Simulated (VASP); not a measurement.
Input:

```
CELL_PARAMETERS angstrom
      1.62690    -2.81787     0.00000
      1.62690     2.81787     0.00000
      0.00000     0.00000     5.29380
ATOMIC_POSITIONS crystal
  Ga 0.66667 0.33333 0.50000
  Ga 0.33333 0.66667 0.00000
  N  0.66667 0.33333 0.87700
  N  0.33333 0.66667 0.37700
```

The numbers are results of PBE GGA, VASP's PBE PAW potentials (set 64) (plane waves; VASP), not measurements. Run with 520 eV cut-off, 6×6×3 Γ-centred mesh, Gaussian smearing of 0.050 eV, potentials Ga_d N.

Problem. What does the run give for the energy per atom (σ→0), pressure, band gap (on the k-mesh) with the smallest direct gap where there is one?

Solution. 
```json
{
  "band gap (on the k-mesh)": "1.51 eV",
  "smallest direct gap (on the k-mesh)": "1.51 eV",
  "energy per atom (σ→0)": "-6.074 eV/atom",
  "pressure": "-4.98 GPa"
}
```

The absolute energy has meaning only against runs of the same code, potentials and settings.

The compound is GaN in the wurtzite structure. The cell was not relaxed at this level.
